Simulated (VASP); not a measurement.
Consider the following.

```yaml
crystal:
  lattice:
    - [3.58870, -1.91718, 0.00000]
    - [3.58870, 1.91718, 0.00000]
    - [2.65228, 0.00000, 3.17861]
  atoms:
    - { symbol: As, position: [0.22700, 0.22700, 0.22700] }
    - { symbol: As, position: [0.77767, 0.77767, 0.77300] }
```

The numbers are results of PBE GGA, VASP's PBE PAW potentials (set 64) (plane waves; VASP), not measurements. Settings: 400 eV cut-off, 4×4×4 Γ-centred mesh, first-order Methfessel-Paxton smearing of 0.10 eV, potentials As.

Task: Give the force on each atom (eV/Å).

Result: 
```json
[
 {"atom": "As1", "Fx": "0.222", "Fy": "0.000", "Fz": "-0.095"},
 {"atom": "As2", "Fx": "-0.222", "Fy": "0.000", "Fz": "0.095"}
]
```

Task: Give the stress tensor in GPa (positive for a compressed cell).

Result: 
```
 2.45   0.00  -2.00
 0.00   1.34   0.00
-2.00   0.00   2.36
```
The pressure is its mean diagonal, 2.05 GPa.

The compound is As in the a7 structure. The cell was not relaxed at this level. The k-mesh is coarse (spacing up to 0.50 per Å, 2π included), so the numbers may not be converged in it. The run is one of a series of settings (KPOINTS 4×4×4 Γ-centred mesh against the base run), some of them coarse on purpose.
